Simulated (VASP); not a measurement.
OSZICAR of a VASP run on Sr (space group Fm-3m):

### OSZICAR
```
       N       E                     dE             d eps       ncg     rms          rms(c)
DAV:   1     0.364239413743E+02    0.36424E+02   -0.35480E+03  1100   0.629E+02
DAV:   2     0.944696854402E+00   -0.35479E+02   -0.34855E+02  1378   0.171E+02
DAV:   3    -0.167951297198E+01   -0.26242E+01   -0.26182E+01  1770   0.310E+01
DAV:   4    -0.173210702103E+01   -0.52594E-01   -0.52556E-01  1448   0.351E+00
DAV:   5    -0.173276143001E+01   -0.65441E-03   -0.65420E-03  1492   0.346E-01    0.192E+01
DAV:   6    -0.173128515418E+01    0.14763E-02   -0.62381E-03  1330   0.101E+00    0.113E+01
DAV:   7    -0.173107513263E+01    0.21002E-03   -0.23408E-03  1364   0.587E-01    0.648E+00
DAV:   8    -0.173089574514E+01    0.17939E-03   -0.36091E-03  1478   0.697E-01    0.201E-01
DAV:   9    -0.173089016187E+01    0.55833E-05   -0.39084E-04  1594   0.134E-01    0.527E-02
DAV:  10    -0.173090868205E+01   -0.18520E-04   -0.32246E-05  1530   0.366E-02    0.235E-02
DAV:  11    -0.173091641792E+01   -0.77359E-05   -0.34426E-06  1352   0.162E-02    0.908E-03
DAV:  12    -0.173091620209E+01    0.21584E-06   -0.47497E-08   718   0.164E-03
   1 F= -.17309162E+01 E0= -.17273361E+01  d E =-.716027E-02  mag=     0.0000    -0.0000    -0.0000
```

Q: Which electronic solver shows in the log?

A: It is blocked Davidson (ALGO = Normal, or the opening steps of other solvers). The INCAR had ALGO = Normal.

Q: How was spin treated?

A: With non-collinear spinors: mag has three components.

Q: Can the final energy be trusted as converged?

A: The run converged. It stopped with EDIFF = 1E-6, NELM = 100 (PBE GGA with spin-orbit coupling, plane waves, VASP's PBE PAW potentials (set 64)).

The structure is a typed Sr crystal. The cell was not relaxed at this level. The run is one of a series of settings (GGA_COMPAT = .FALSE., LNONCOLLINEAR = .TRUE., LSORBIT = .TRUE., MAGMOM = 0.0 0.0 0.0, program vasp_ncl against the base run), some of them coarse on purpose.
